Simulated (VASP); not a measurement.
Y (hcp): the bulk modulus from VASP (plane waves, PAW) at several levels of theory. Static lattice, third-order Birch-Murnaghan fit over five volumes.

```tsv
level	bulk modulus (GPa)	error against measurement
LDA	43.9	+5.3 %
PBE	40.7	-2.3 %
RPBE	38.6	-7.5 %
```

Measured: 41.7 GPa at 0 K (as given by Vázquez-Parga, Fernández-Martínez, Viñes, J. Chem. Theory Comput. (2023), doi:10.1021/acs.jctc.3c00612, Supporting …; zero-point energy and finite temperature contributions removed).

The cell of the LDA run:

Y is taken in the hexagonal space group P6₃/mmc (No. 194), the hcp (Mg type) structure, Pearson symbol hP2. Lattice parameters: a = 3.529 Å, b = 3.529 Å, c = 5.529 Å, α = 90.00°, β = 90.00°, γ = 120.00°. Y on 2c sees 12 Y at 3.434–3.529 Å (anticuboctahedral). (Neighbours: up to the widest gap in distance over summed covalent radii, below 1.35, at either atom.)

Only levels that ran to the end are used. Left out are those held back, those with too coarse a band path, GW runs whose mesh misses a band edge, hybrids' fits of cells that aren't cubic and levels without matching references; a question may draw on a part of the rest.

The compound is Y in the hcp structure.
